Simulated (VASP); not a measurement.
Computed with PBEsol GGA, VASP's PBE PAW potentials (set 64) (plane waves; VASP).

A VASP calculation is set up with these files.

INCAR:
```
# general
SYSTEM   =  Mg3ZnTe4
PREC     =  Accurate
ENCUT    =  400
LREAL    =  .FALSE.   # projection in real space or not
LASPH    =  .TRUE.   # aspherical one-centre terms

# electronic loop
EDIFF    =  1E-7
NELM     =  100   # most electronic steps
ALGO     =  Normal
LMAXMIX  =  4

# smearing
ISMEAR   =  -5   # tetrahedra, Bloechl

# functional
GGA      =  PS   # PBEsol

# ions
ISIF     =  2   # forces and stress, cell fixed

# output
LWAVE    =  .FALSE.
LCHARG   =  .TRUE.
LORBIT   =  11   # lm-projected
NEDOS    =  601

# other
LEFG     =  .TRUE.
```

KPOINTS:
```
Automatic mesh
0
Gamma
4 4 4
0 0 0
```

### POSCAR
```
Mg3ZnTe4
1
    6.3501551824     0.0000000000     0.0000000000
    0.0000000000     6.3501551824     0.0000000000
    0.0000000000     0.0000000000     6.3501551824
Zn Te Mg
1 4 3
Direct
  0.0000000000   0.0000000000   0.0000000000
  0.2411352062   0.2411352062   0.2411352062
  0.7588647938   0.7588647938   0.2411352062
  0.7588647938   0.2411352062   0.7588647938
  0.2411352062   0.7588647938   0.7588647938
  0.5000000000   0.5000000000   0.0000000000
  0.5000000000   0.0000000000   0.5000000000
  0.0000000000   0.5000000000   0.5000000000
```

POTCAR, in this order: Zn Te Mg (PBE.64 set). Program: vasp_std.

The run wrote:

File OUTCAR:
```
 ion  position               nearest neighbor table
   1  0.000  0.000  0.000-   2 2.65   3 2.65   4 2.65   5 2.65
   2  0.241  0.241  0.241-   1 2.65   6 2.78   7 2.78   8 2.78
   3  0.759  0.759  0.241-   1 2.65   6 2.78   7 2.78   8 2.78
   4  0.759  0.241  0.759-   1 2.65   6 2.78   7 2.78   8 2.78
   5  0.241  0.759  0.759-   1 2.65   6 2.78   7 2.78   8 2.78
   6  0.500  0.500  0.000-   2 2.78   3 2.78   4 2.78   5 2.78
   7  0.500  0.000  0.500-   2 2.78   3 2.78   4 2.78   5 2.78
   8  0.000  0.500  0.500-   2 2.78   3 2.78   4 2.78   5 2.78
  LATTYP: Found a simple cubic cell.
 ALAT       =     6.3501551824
 Subroutine PRICEL returns:
 Original cell was already a primitive cell.
 Subroutine GETGRP returns: Found 24 space group operations
The static configuration has the point symmetry T_d .
The dynamic configuration has the point symmetry T_d .
 Subroutine INISYM returns: Found 24 space group operations
 Subroutine IBZKPT returns following result:
 Found     10 irreducible k-points:

 Following reciprocal coordinates:
            Coordinates               Weight
  0.000000  0.000000  0.000000      1.000000
  0.250000  0.000000  0.000000      6.000000
  0.500000  0.000000  0.000000      3.000000
  0.250000  0.250000  0.000000     12.000000
  0.500000  0.250000  0.000000     12.000000
  0.500000  0.500000  0.000000      3.000000
  0.250000  0.250000  0.250000      8.000000
  0.500000  0.250000  0.250000     12.000000
  0.500000  0.500000  0.250000      6.000000
  0.500000  0.500000  0.500000      1.000000
   k-points           NKPTS =     10   k-points in BZ     NKDIM =     10   number of bands    NBANDS=     26
   number of dos      NEDOS =    601   number of ions     NIONS =      8
   total plane-waves  NPLWV =  74088
   dimension x,y,z NGX =    42 NGY =   42 NGZ =   42
   dimension x,y,z NGXF=    84 NGYF=   84 NGZF=   84
   ions per type =               1   4   3
   PREC   = accura    normal or accurate (medium, high low for compatibility)
   ISTART =      0    job   : 0-new  1-cont  2-samecut
...
```

File OSZICAR:
```
       N       E                     dE             d eps       ncg     rms          rms(c)
DAV:   1     0.183195517431E+03    0.18320E+03   -0.13775E+04   520   0.110E+03
DAV:   2    -0.121766624761E+02   -0.19537E+03   -0.19273E+03   638   0.221E+02
DAV:   3    -0.270198079821E+02   -0.14843E+02   -0.14821E+02   612   0.660E+01
DAV:   4    -0.273431924024E+02   -0.32338E+00   -0.32327E+00   686   0.104E+01
DAV:   5    -0.273525589753E+02   -0.93666E-02   -0.93663E-02   690   0.158E+00    0.647E+00
DAV:   6    -0.265819927550E+02    0.77057E+00   -0.19187E+00   650   0.230E+01    0.475E+00
DAV:   7    -0.264816190808E+02    0.10037E+00   -0.91140E-01   594   0.529E+00    0.220E+00
DAV:   8    -0.264840474455E+02   -0.24284E-02   -0.16501E-02   654   0.782E-01    0.955E-01
DAV:   9    -0.264841378276E+02   -0.90382E-04   -0.68236E-03   578   0.438E-01    0.166E-01
DAV:  10    -0.264843027369E+02   -0.16491E-03   -0.42135E-04   634   0.212E-01    0.749E-02
DAV:  11    -0.264844423345E+02   -0.13960E-03   -0.20359E-04   570   0.124E-01    0.219E-02
DAV:  12    -0.264844422682E+02    0.66280E-07   -0.10183E-05   648   0.444E-02    0.104E-02
DAV:  13    -0.264844449958E+02   -0.27276E-05   -0.83824E-06   572   0.188E-02    0.348E-03
DAV:  14    -0.264844452591E+02   -0.26324E-06   -0.58567E-07   652   0.861E-03    0.113E-03
DAV:  15    -0.264844452733E+02   -0.14199E-07   -0.92135E-08   394   0.138E-03
   1 F= -.26484445E+02 E0= -.26484445E+02  d E =0.000000E+00
```

### OUTCAR
```
------------------------ aborting loop because EDIFF is reached ----------------------------------------
  FORCE on cell =-STRESS in cart. coord.  units (eV):
  Direction    XX          YY          ZZ          XY          YZ          ZX
  --------------------------------------------------------------------------------------
  Total       -0.0693774     -0.0693774     -0.0693774      0.0000000     -0.0000000      0.0000000
  in kB       -0.4340858     -0.4340858     -0.4340858      0.0000000     -0.0000000      0.0000000
  external PRESSURE =      -0.4340858 kB  Pullay stress =       0.0000000 kB
  volume of cell :      256.07
      direct lattice vectors                 reciprocal lattice vectors
     6.350155182  0.000000000  0.000000000     0.157476467  0.000000000  0.000000000
     0.000000000  6.350155182  0.000000000     0.000000000  0.157476467  0.000000000
     0.000000000  0.000000000  6.350155182     0.000000000  0.000000000  0.157476467
 POSITION                                       TOTAL-FORCE (eV/Angst)
 -----------------------------------------------------------------------------------
      0.00000      0.00000      0.00000        -0.000000      0.000000      0.000000
      1.53125      1.53125      1.53125         0.008418      0.008418      0.008418
      4.81891      4.81891      1.53125        -0.008418     -0.008418      0.008418
      4.81891      1.53125      4.81891        -0.008418      0.008418     -0.008418
      1.53125      4.81891      4.81891         0.008418     -0.008418     -0.008418
      3.17508      3.17508      0.00000        -0.000000      0.000000      0.000000
      3.17508      0.00000      3.17508         0.000000      0.000000      0.000000
      0.00000      3.17508      3.17508        -0.000000      0.000000      0.000000
 -----------------------------------------------------------------------------------
    total drift:                               -0.000000     -0.000000     -0.000000
  FREE ENERGIE OF THE ION-ELECTRON SYSTEM (eV)
  ---------------------------------------------------
  free  energy   TOTEN  =       -26.4844452733 eV

  energy  without entropy=      -26.4844452733  energy(sigma->0) =      -26.48444527

 total charge

# of ion       s       p       d       tot
------------------------------------------
    1        0.545   0.412   9.763  10.720
    2        1.340   2.129   0.014   3.484
    3        1.340   2.129   0.014   3.484
    4        1.340   2.129   0.014   3.484
    5        1.340   2.129   0.014   3.484
    6        0.176   0.132   0.024   0.331
    7        0.176   0.132   0.024   0.331
    8        0.176   0.132   0.024   0.331
--------------------------------------------------
tot          6.434   9.323   9.893  25.650
```
(Selected blocks of OUTCAR.)

The structure was generated: Mg3ZnTe4 was put into an ordered model structure (P-43m), which need not be its known phase. It was relaxed first.
